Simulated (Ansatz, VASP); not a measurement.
**Sc4GeSe: VASP beside Ansatz**

```
CELL_PARAMETERS angstrom
6.41499 0.00000 0.00000
0.00000 6.41499 0.00000
0.00000 0.00000 5.08702
ATOMIC_POSITIONS crystal
Sc 0.34693 0.80959 0.50000
Sc 0.65307 0.19041 0.50000
Sc 0.19041 0.34693 0.50000
Sc 0.80959 0.65307 0.50000
Ge 0.00000 0.00000 0.00000
Se 0.00000 0.00000 0.50000
```

Alike in both runs: functional PBE; k mesh 4 × 4 × 4; occupations gaussian, width 0.1 eV; no spin polarisation.

Ansatz relaxed the structure, and its values are those at the end. VASP's run is a single point on that final structure, the one shown.

```csv
,VASP,Ansatz
version,VASP 6.6.1,Ansatz 0.2.0
potentials or method,"VASP PAW PBE potentials, release 64 (Sc_sv, Ge_d, Se)","scalar-relativistic, plane waves, PAW"
plane-wave cutoff (eV),520,420
valence electrons in the cell,64,74
```

|  | VASP | Ansatz | Ansatz less VASP |
| --- | --- | --- | --- |
| gap on the k mesh at the Fermi level (eV) | none | none | - |
| pressure (GPa) | 0.1 | 0.1 | -0.05 |
| rms of the force components (eV/Å) | 0.004 | 0.013 | +0.0089 |

A gap of «none» marks a metal or a gap that the smearing closes. The two sets of potentials don't hold the same shells in valence.
